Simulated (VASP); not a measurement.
All values below come from MS2 meta-GGA, VASP's PBE PAW potentials (set 64) (plane waves; VASP).

Input for VASP

KPOINTS:
```
Automatic mesh
0
Gamma
7 7 7
0 0 0
```

INCAR:
```
SYSTEM  =  Li2S
PREC  =  Accurate; ENCUT  =  520; LREAL  =  .FALSE.
LASPH  =  .TRUE.
EDIFF  =  1E-7; NELM  =  100; ALGO  =  Normal
LMIXTAU  =  .TRUE.
ISMEAR  =  0; SIGMA  =  0.05
METAGGA  =  MS2
ISIF  =  2
LWAVE  =  .FALSE.; LCHARG  =  .FALSE.
```

POSCAR:
```
Li2S
1
    0.0000000000     2.7614496952     2.7614496952
    2.7614496952     0.0000000000     2.7614496952
    2.7614496952     2.7614496952     0.0000000000
Li S
2 1
Direct
  0.2500000000   0.2500000000   0.2500000000
  0.7500000000   0.7500000000   0.7500000000
  0.0000000000   1.0000000000   0.0000000000
```

POTCAR, in this order: Li_sv S (PBE.64 set). Program: vasp_std.

What will the output report for the number of irreducible k-points (NKPTS), largest plane-wave count, number of space-group operations, FFT grid (NGX, NGY, NGZ)?

| Quantity | Value |
|---|---|
| number of irreducible k-points (NKPTS) | 20 |
| largest plane-wave count | 1154 |
| number of space-group operations | 48 |
| FFT grid (NGX, NGY, NGZ) | 30 × 30 × 30 |

The compound is Li2S in the antifluorite structure. This cell is one point of a volume scan, at 0.94 of the reference volume.
